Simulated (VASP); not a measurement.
Here is the system:

```xyz
3
Lattice="3.5710 0.0000 0.0000 -1.7855 3.0926 0.0000 0.0000 0.0000 6.4111" Properties=species:S:1:pos:R:3 pbc="T T T"
Pt     0.0000     0.0000     0.0000
S      0.0000     2.0617     1.2275
S      1.7855     1.0309     5.1836
```

Computed with PBE GGA, VASP's PBE PAW potentials (set 64) (plane waves; VASP). Numerical set-up: 480 eV cut-off, 7×7×3 Γ-centred mesh, Gaussian smearing of 0.050 eV, potentials Pt S.

Without a dispersion term in the relaxation, distances and binding between the weakly bound layers, chains or molecules are unreliable, and so is what depends on them.

Problem. Estimate the energy per atom (σ→0).

Solution. 
```
Item                            Value
---------------------  --------------
energy per atom (σ→0)  -5.156 eV/atom
```

Only differences to runs with the same potentials and settings are physical.

The compound is PtS2 in the 1T layered structure. It was relaxed first, which changed the volume by +29 %. The start is the result of an earlier pass.
